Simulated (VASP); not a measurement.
Energy against volume of NiSi2 (fluorite). Computed with PW91 GGA, VASP's PBE PAW potentials (set 64) (plane waves; VASP). Settings: 520 eV cut-off, 10×10×10 Γ-centred mesh, first-order Methfessel-Paxton smearing of 0.10 eV, potentials Si Ni.

| V (Å³/atom) | E (eV/atom) |
|---|---|
| 12.764 | -5.73764 |
| 13.171 | -5.75454 |
| 13.579 | -5.75833 |
| 13.986 | -5.75159 |

Task: Fit these four points and predict the energy of the run at 14.394 Å³/atom.

Result: A cubic in V^(−2/3), the third-order Birch-Murnaghan form, passes through the four points with V0 = 13.51 Å³/atom and B0 = 142 GPa, and gives -5.7364 eV/atom there. The run gave -5.7362 eV/atom, +0.3 meV/atom from the fit; all five points give B0 = 143 GPa.

The compound is NiSi2 in the fluorite structure. It was relaxed first. The run is not spin-polarised, so no magnetic state was tried.
